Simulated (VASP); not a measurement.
An input for Ansatz (written as the equivalent of a VASP run, and not itself run):

Ansatz 0.2 input:
```yaml
crystal:
  lattice:
    - [0.0000000, 2.6442640, 2.6442640]
    - [2.6442640, 0.0000000, 2.6442640]
    - [2.6442640, 2.6442640, 0.0000000]
  atoms:
    - { symbol: Ga, position: [0.0000000, 0.0000000, 0.0000000] }
    - { symbol: P, position: [0.2500000, 0.2500000, 0.2500000] }
kpoints:
  mp_grid: { grid: [8, 8, 8] }
hamiltonian:
  xc: pbe
  pseudopotentials: { kind: paw }
scf:
  occupations: { method: gaussian, width: 0.05 }
  max_iter: 100
relax:
  max_steps: 60
  f_tol: 0.01
  cell: {}
output: { forces: true, stress: true, eigenvalues: true }
```

Task: Write the VASP files for the same calculation (PBE).

Result: One answer among several that fit: 
File POSCAR:
```
GaP
1.0
  0.0000000000   2.6442640000   2.6442640000
  2.6442640000   0.0000000000   2.6442640000
  2.6442640000   2.6442640000   0.0000000000
Ga P
1 1
Cart
  0.0000000000   0.0000000000   0.0000000000
  1.3221320000   1.3221320000   1.3221320000
```

### INCAR
```
SYSTEM = GaP
PREC = Accurate
ENCUT = 400
EDIFF = 1E-6
NELM = 100
ALGO = Normal
LREAL = .FALSE.
LASPH = .TRUE.
ISMEAR = 0
SIGMA = 0.05
GGA = PE
LMAXMIX = 4
LWAVE = .FALSE.
LCHARG = .FALSE.
IBRION = 2
ISIF = 3
NSW = 60
EDIFFG = -0.01
```

File KPOINTS:
```
Automatic mesh
0
Gamma
8 8 8
```

POTCAR, in this order: Ga_d P (PBE.64 set). Program: vasp_std.

What does not carry over: each code has its own PAW files, so the cut-off isn't converted (ENCUT is set for VASP's; basis.ecutwfc is left out, and Ansatz then takes the one that its files recommend); Ansatz stops its SCF on the density residual and VASP on the energy change (EDIFF).

The structure was generated: GaP was put into the zinc blende type (F-43m), which need not be its known phase. This run relaxes it. Symmetry was kept, so distortions that lower it aren't found.
